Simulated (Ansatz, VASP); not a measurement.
# Te2As in two plane-wave programs, part 2 of 2

Wanted: the spread between two codes on one cell, functional and k mesh. The cell is generated by rule, not measured, and may not be a known phase. The two relaxations start from unlike cells of this crystal (the structure described is Ansatz's start), so only their ends are compared.

VASP 6.6.1 and Ansatz 0.2.0.

So far: The starting structure; VASP: relaxation of cell and atoms, LDA.

The structure was built from a prototype and need not be the compound's stable phase.

## Step 3: Ansatz: relaxation of cell and atoms, LDA

Level of this step: Ansatz beside VASP: Kohn-Sham DFT, plane waves, LDA (Ansatz).

Ansatz runs on its default PAW (the set named soft_2) files.

Its own start cell and the same functional (in two slightly different forms), mesh and smearing now go to Ansatz, which takes its cutoff from its data sets.

input.yaml

```yaml
crystal:
  lattice:
    - [0.0, -3.4682328996, -3.4682328996]
    - [0.0, 3.4682328996, -3.4682328996]
    - [6.9364657992, 0.0, 0.0]
  atoms:
    - { symbol: As, position: [0.599759082, 0.5707983861, 0.5] }
    - { symbol: As, position: [-0.099759082, -0.0707983861, 0.0] }
    - { symbol: Te, position: [0.0169937408, 0.4879396502, 0.25] }
    - { symbol: Te, position: [0.4830062592, 0.0120603498, 0.75] }
    - { symbol: Te, position: [0.0169937408, 0.4879396502, 0.75] }
    - { symbol: Te, position: [0.4830062592, 0.0120603498, 0.25] }
kpoints:
  mp_grid: { grid: [6, 6, 4] }
hamiltonian:
  xc: lda
scf:
  occupations: { method: methfessel_paxton, width: 0.15 }
output:
  forces: true
  stress: true
  eigenvalues: true
relax:
  adjacent_minimum: "off"
  f_tol: 0.002
  max_steps: 120
  cell: { stress_tol: 0.03 }
```

Command:

```
$ ansatz run input.yaml --threads 8 --pin off --max-ram 14336MiB --backend cpu --events-out ev --progress --plain --runs-dir out
```

Numbers of over 12 decimals in the logs are rounded to 6 here.

What it wrote:

```text
Engine: ansatz 0.2.0, aarch64-unknown-linux-gnu
Pseudopotentials: kind: paw
Pseudopotential: As, paw, valence charge 15, recommended cutoff 420 eV (normal), As.paw.azcp
Pseudopotential: Te, paw, valence charge 16, recommended cutoff 420 eV (normal), Te.paw.azcp
Functional definition: SPW92
  exchange = slater_x
  correlation = pw_c
Crystal: 6 atoms, lattice volume = 166.872 Å³
Basis set: ecut = 420 eV, 3299 PW (Γ)
Bands: 57, of which v1, the nominal top of the filled ones, is band 47 counted from 1 (46 counted from 0)
Symmetry: 4 space group operations
Space group: P21/m (ITA 11), of the structure as read, at distance tolerance 5.5e-5 Å
k-points: 60 of 144
Non-local potential: As, projectors of the file, l = 0: 2, l = 1: 2, l = 2: 3, l = 3: 1
Non-local potential: Te, projectors of the file, l = 0: 2, l = 1: 2, l = 2: 2, l = 3: 2
PAW form: soft (Blöchl's): semilocal exchange-correlation on the pseudo side does not see the compensation charge
PAW frozen core: As, regenerated for the run's functional, and the local potential with it (the file was generated under x = pbe(κ = 0.804, μ = 0.219515), c = pbe(β = 0.066725))
PAW frozen core: Te, regenerated for the run's functional, and the local potential with it (the file was generated under x = pbe(κ = 0.804, μ = 0.219515), c = pbe(β = 0.066725))
PAW one-centre angular grid: As, 590 points (default); XC on 64 Gauss nodes
PAW one-centre angular grid: Te, 590 points (default); XC on 64 Gauss nodes
Initial density: superposition of atomic densities (neutral atoms: chi_scale 0, normalization atom), corrected by the library's trained network
Initial wavefunctions: pseudopotential atomic-orbital guess
Functional: x = slater, c = lda
SCF iter   1: F=—  HF=-36854.318535 eV  |F-HF|=—  |Δ(HF+E_count)|=         —  Δρ=4.94e-3  dr2=3.00e-2  ethr=1.77e-3  ⟨swp⟩=8.4  Hψ=13988  notcnv=0
preconditioner: auto → LDOS  [metal: Δε(μ)=0.069 eV  Ē_g=8.901 eV  σ=0.150 eV  W_gap=0.37  n_scr=36 (ndim 8)  ℏωp=16.8 eV  f_vac=0.049  D(μ)=2.24/eV (n_scr^D=6)  β→1.0]
SCF iter   2: F=—  HF=-36854.304972 eV  |F-HF|=—  |Δ(HF+E_count)|=   1.36e-2  S|Δr|=    0.00e0  Δρ=1.15e-3  dr2=4.93e-3  ethr=3.19e-5  ⟨swp⟩=2.0  Hψ=5339  notcnv=0
SCF iter   3: F=—  HF=-36854.303948 eV  |F-HF|=—  |Δ(HF+E_count)|=   1.02e-3  S|Δr|=    0.00e0  Δρ=5.92e-4  dr2=1.42e-3  ethr=5.24e-6  ⟨swp⟩=2.0  Hψ=4888  notcnv=0
SCF iter   4: F=—  HF=-36854.303441 eV  |F-HF|=—  |Δ(HF+E_count)|=   5.06e-4  S|Δr|=    0.00e0  Δρ=1.92e-4  dr2=1.43e-4  ethr=1.51e-6  ⟨swp⟩=2.0  Hψ=4834  notcnv=0
SCF iter   5: F=—  HF=-36854.303396 eV  |F-HF|=—  |Δ(HF+E_count)|=   4.52e-5  S|Δr|=    0.00e0  Δρ=3.22e-5  dr2=4.09e-6  ethr=1.53e-7  ⟨swp⟩=2.0  Hψ=4059  notcnv=0
SCF iter   6: F=—  HF=-36854.303392 eV  |F-HF|=—  |Δ(HF+E_count)|=   3.42e-6  S|Δr|=    0.00e0  Δρ=4.38e-6  dr2=4.76e-8  ethr=1.06e-10  ⟨swp⟩=9.4  Hψ=17747  notcnv=0
SCF iter   7: F=-36854.303392 eV  HF=-36854.303392 eV  |F-HF|=1.72e-9  |Δ(HF+E_count)|=   1.58e-8  S|Δr|=    0.00e0  Δρ=1.09e-6  dr2=2.53e-9  ethr=5.07e-11  ⟨swp⟩=1.8  Hψ=11074  notcnv=0
SCF 1 converged in 7 iterations: F = -36854.303392 eV  dr2 = 2.53e-9
  greatest PAW one-centre occupation: 0.999 electrons in one spin orbital (limit 2), on the As atom at site 1 (counted from 0), in its partial waves of l = 2
relax step   1: F+E_penalty+E_count = -36854.30339244 eV  Δ(F+E_penalty+E_count) = +0.000e0 eV  max|allowed force component| = 1.625e-1 eV/Å  Δτ_max = 0.0000 Å  P = +1.880 GPa  Ω = 166.872 Å³  (7 SCF iters, dr2 threshold 1.00e-7 eV, accepted)
[...]
relax step  21: F+E_penalty+E_count = -36854.93795741 eV  Δ(F+E_penalty+E_count) = -1.869e-5 eV  max|allowed force component| = 3.382e-3 eV/Å  Δτ_max = 0.0031 Å  P = -0.005 GPa  Ω = 172.056 Å³  energy of the carried Pulay correction = -1.686e-4 eV  (5 SCF iters, dr2 threshold 2.17e-9 eV, accepted)
[...]
relax step  22: F+E_penalty+E_count = -36854.93796815 eV  Δ(F+E_penalty+E_count) = -1.074e-5 eV  max|allowed force component| = 1.001e-3 eV/Å  Δτ_max = 0.0009 Å  P = +0.000 GPa  Ω = 172.031 Å³  energy of the carried Pulay correction = -1.627e-4 eV  (5 SCF iters, dr2 threshold 7.15e-10 eV, accepted)
[...]
relax step  23: F+E_penalty+E_count = -36854.93812538 eV  Δ(F+E_penalty+E_count) = -1.572e-4 eV  max|allowed force component| = 1.010e-3 eV/Å  Δτ_max = 0.0000 Å  P = -0.000 GPa  Ω = 172.031 Å³  stress off target by 3.87e-3 GPa  SCF on the basis re-selected at this cell (its energy is not comparable with the rows above)  (6 SCF iters)
basis re-selected at this cell: Δ(F+E_penalty+E_count) = -1.572e-4 eV, ΔP = -0.000 GPa vs the last step (what re-selecting the basis moved, of the pressure what is left beyond the Pulay correction that the steps carried, after the strain that the cell walked since its last selection, with what the two solves' SCF thresholds leave and, on support functions, any second-order correction that the steps lacked; it is no m [...]
SCF converged after 6 iterations
Stability not checked: this state was not tested for a lower state beside it, because cold or Methfessel-Paxton smearing, or corrected tetrahedra, fill the levels in a way that the test cannot read (fill_not_monotonic; see scf.lower_state_search)
Free energy (F): -36854.938125 eV
Harris-Foulkes:  -36854.938125 eV  (|F-HF|=2.18e-11)
Internal energy: -36854.940457 eV  (E = F + TS)
E sigma→0 (E₀):  -36854.938708 eV
Entropy (-TS):   0.002331 eV (0.389 meV/atom)
Fermi energy:    9.420651 eV
--- Per-component energies (eV) ---
  E_band       = -1521.689410
  E_kinetic    = 933.662498
  E_local      = -8672.376285  (includes V_loc(G=0)·N_el)
  E_nonlocal   = -2551.204367
  E_hartree    = 5209.022042
  E_xc         = -654.386928
  E_vxc        = -579.589886  (∫ρ·V_xc dr)
  E_paw        = -21543.621078  (= ΣΔE_a)
  E_vpaw       = -1070.224717  (= ΣTr[D̂ρ^β])
  E_aug_tail   = -0.000782  (compensation charges beyond the density's cutoff)
  E_ewald      = -9582.900663
  E_core_change = 6.865105  (= ΣΔE_core)
  E_smearing   = 0.002331  (= −TS)
  E_closure    = -0.000000  (closes the sum)
  Σ components = -36854.938125   (vs F -36854.938125, Δ=0.00e0)
--- Forces (eV/Å), atoms counted from 1 ---
  atom   1  As     0.00000000    -0.00026080    -0.00005488
  atom   2  As     0.00000000     0.00026080     0.00005488
  atom   3  Te     0.00100957     0.00026985    -0.00037006
  atom   4  Te     0.00100957    -0.00026985     0.00037006
  atom   5  Te    -0.00100957     0.00026985    -0.00037006
  atom   6  Te    -0.00100957    -0.00026985     0.00037006
  max |Σ_I F_I| component: 0.00e0 eV/Å
--- Stress (GPa, compression-positive) ---
        0.003871       0.000000       0.000000
        0.000000      -0.002349      -0.001297
        0.000000      -0.001297      -0.001863
  P = ⅓ Tr σ = -0.0001 GPa (-0.001 kbar)
--- Band table (eV; the first three rows and the last of 60) ---
  k-point 0: bands = [... 43 lower, 6.8585, 8.0525, 8.5815, 9.8459, 10.1543, 11.1199, 11.2184, 11.3598, ... 6 higher]
  k-point 1: bands = [... 43 lower, 7.4227, 8.0088, 8.4626, 9.3754, 10.0552, 10.6904, 10.9958, 11.6068, ... 6 higher]
  k-point 2: bands = [... 43 lower, 7.2559, 8.3485, 8.3485, 9.5409, 9.5409, 10.4397, 10.4397, 11.9454, ... 6 higher]
  k-point 59: bands = [... 43 lower, 7.3855, 8.6977, 8.6977, 9.7591, 9.7591, 10.8977, 10.8977, 12.3279, ... 6 higher]
--- Relaxed structure (21 steps of the walk, 18 accepted, 2 SCFs on fresh bases) ---
  F+E_penalty+E_count = -36854.93812538 eV   max|allowed force component| = 1.010e-3 eV/Å   (the final SCF, on the basis selected at the relaxed cell)
  cell:  # Å, volume = 172.0306 Å³
    - [0.0, -4.289398, -3.505033]
    - [0.0, 3.330055, -2.545690]
    - [7.614862, 0.0, 0.0]
  atoms:
    - { symbol: As, position: [0.666609, 0.642227, 0.5] }
    - { symbol: As, position: [-0.166609, -0.142227, 1.6411992995641607e-19] }
    - { symbol: Te, position: [0.013878, 0.489791, 0.244303] }
    - { symbol: Te, position: [0.486122, 0.010209, 0.744303] }
    - { symbol: Te, position: [0.013878, 0.489791, 0.755697] }
    - { symbol: Te, position: [0.486122, 0.010209, 0.255697] }
```

In the SCF lines HF is the Harris–Foulkes energy and dr2 the Hartree energy of the density residual, in eV; the loop may stop once dr2 is under the threshold and the program's other checks hold. Hψ counts applications of the Hamiltonian.

## Step 4: Comparison

Known differences besides the potentials themselves: the data sets hold 94 valence electrons in Ansatz (on its default PAW (the set named soft_2) files) and 34 in VASP; the cutoff is 420 eV in Ansatz and 500 eV in VASP; VASP's log shows a relativistic correction to its local exchange, Ansatz's none; Ansatz adds a Pulay correction to the stress that steers its cell, VASP none. Total energies have different zeros and are not compared.

The two programs side by side:

| quantity | Ansatz | VASP | difference |
| --- | --- | --- | --- |
| volume (Å³) | 172.03 | 172.27 | -0.14 % |
| edge a after relaxation, in the typed setting (Å) | 5.539 | 5.543 | -0.07 % |
| edge b after relaxation, in the typed setting (Å) | 4.192 | 4.192 | -0.01 % |
| edge c after relaxation, in the typed setting (Å) | 7.615 | 7.619 | -0.05 % |

## Step 5: Summary of results

```yaml
difference_in_volume_relaxation_of_cell_and_atoms_lda: -0.14 %
```

**Reading.** The difference in volume is -0.14 % (relaxation of cell and atoms, LDA), within the 1.2 % picked in this series as the mark of a large difference, as far as the stopping tolerances let one tell. The data sets hold unlike numbers of valence electrons (94 in Ansatz and 34 in VASP), so part of the differences comes from the potentials. How closely two codes agree says nothing of how well the functional describes the real material.

[Lines on the potential files, build, host, timing and source positions are cut from VASP's logs without a mark.]

[Logs are printed without paths, hosts, clocks, repeated set-up lines and the standing remarks that a program may print on its own settings, such as how far it seeks lower states.]

[Hosts, paths, dates, database ids (printed as entryN), source tags and the programs' standing remarks are cut or masked in the printed files.]
